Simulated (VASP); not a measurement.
An input for Quantum ESPRESSO's pw.x (written as the equivalent of a VASP run, and not itself run):

```
&CONTROL
  calculation = 'vc-relax'
  pseudo_dir = './pseudo'
  outdir = './out'
  tprnfor = .true.
  tstress = .true.
  nstep = 40
  forc_conv_thr = 0.00078
/
&SYSTEM
  ibrav = 0
  nat = 6
  ntyp = 3
  ecutwfc = 96
  occupations = 'smearing'
  smearing = 'gaussian'
  degauss = 0.003675
  input_dft = 'pbesol'
  nspin = 2
  starting_magnetization(1) = 0.45
  starting_magnetization(2) = -0.45
/
&ELECTRONS
  conv_thr = 7.3e-08
  electron_maxstep = 100
/
&IONS
/
&CELL
  press = 50
/
ATOMIC_SPECIES
  Mn1 54.938 Mn.upf
  Mn2 54.938 Mn.upf
  F 18.998 F.upf
CELL_PARAMETERS angstrom
     4.8456350    0.0000000    0.0000000
     0.0000000    4.8456350    0.0000000
     0.0000000    0.0000000    3.2805017
ATOMIC_POSITIONS crystal
  Mn1  0.0000000  0.0000000  0.0000000
  Mn2  0.5000000  0.5000000  0.5000000
  F    0.3035985  0.3035985  0.0000000
  F    0.8035985  0.1964015  0.5000000
  F    0.1964015  0.8035985  0.5000000
  F    0.6964015  0.6964015  0.0000000
K_POINTS automatic
  5 5 7 0 0 0
```

### Question
Translate this input to VASP (INCAR, KPOINTS, POSCAR, choice of POTCAR).

### Answer
Several could match; the one computed here: 
INCAR:
```
SYSTEM = MnF2
PREC = Accurate
ENCUT = 620
EDIFF = 1E-6
NELM = 100
ALGO = Normal
LREAL = .FALSE.
LASPH = .TRUE.
ISMEAR = 0
SIGMA = 0.05
GGA = PS
LMAXMIX = 4
ISPIN = 2
MAGMOM = 4.5 -4.5 -0.0 0.0 0.0 -0.0
LORBIT = 10
LWAVE = .FALSE.
LCHARG = .FALSE.
IBRION = 2
ISIF = 3
NSW = 40
EDIFFG = -0.02
PSTRESS = 50
```

**KPOINTS**
```
Automatic mesh
0
Gamma
 5 5 7
0 0 0
```

File POSCAR:
```
MnF2
1
    4.8456350247     0.0000000000     0.0000000000
    0.0000000000     4.8456350247     0.0000000000
    0.0000000000     0.0000000000     3.2805016993
Mn F
2 4
Direct
  0.0000000000   0.0000000000   0.0000000000
  0.5000000000   0.5000000000   0.5000000000
  0.3035984944   0.3035984944   0.0000000000
  0.8035984944   0.1964015056   0.5000000000
  0.1964015056   0.8035984944   0.5000000000
  0.6964015056   0.6964015056   0.0000000000
```

POTCAR, in this order: Mn_pv F (PBE.64 set). Program: vasp_std.

What does not carry over: the potentials are each code's own (VASP's PAW set, PseudoDojo norm-conserving files in pw.x), so ENCUT and ecutwfc are chosen apart and not converted; conv_thr bounds pw.x's estimated SCF error, while EDIFF bounds the energy change between steps; starting_magnetization is a fraction of the valence charge and MAGMOM a moment in μB, so they match only roughly; forc_conv_thr acts on force components and is met together with etot_conv_thr.

The compound is MnF2 in the rutile structure. This run relaxes it under an external pressure of 5 GPa. Symmetry was kept, so distortions that lower it aren't found.
